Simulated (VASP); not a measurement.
Write the native input for VASP 6.6.1 that does the following.

* Task: single point
* Functional: LDA
* Potentials or basis: VASP PAW LDA potentials, release 64 (C, O)
* Cutoff: 520 eV
* k mesh: 1 × 1 × 1
* Occupations: gaussian, width 0.01 eV
* Spin: no spin polarisation
* Dipole correction: no
* Further INCAR settings: ALGO = Normal; EDIFF = 1e-06; NBANDS = 12

The structure of CO lies in POSCAR:

```
CO
1.0
   12.0000000000      0.0000000000      0.0000000000
    0.0000000000     12.5000000000      0.0000000000
    0.0000000000      0.0000000000     13.0000000000
C O
1 1
Direct
    0.4531000145      0.5000000000      0.5000000000
    0.5468999855      0.5000000000      0.5000000000
```

These files were run (other wordings do the same):

INCAR

```
ALGO = Normal
EDIFF = 1E-6
ENCUT = 520
ISIF = 2
ISMEAR = 0
LASPH = T
LCHARG = F
LREAL = F
LWAVE = F
NBANDS = 12
NELM = 60
PREC = Accurate
SIGMA = 0.01
```

KPOINTS

```
k-points
0
Gamma
  1 1 1
```

Potentials or basis: VASP PAW LDA potentials, release 64 (C, O).

Command:

```sh
$ cat potpaw_LDA.64/C/POTCAR potpaw_LDA.64/O/POTCAR > POTCAR
$ mpirun -np 1 vasp_gam > vasp.out
```

Results of the run:

```json
{"Largest force": "1.160 eV/Å", "Gap between the frontier levels": "6.86 eV"}
```

Caveat: the standard files for N, O and F lose accuracy on very short bonds.

It took 60 s on 1 thread of Intel(R) Xeon(R) Platinum 8488C (Sapphire Rapids), with other jobs on the host, peak memory 0.87 GiB.
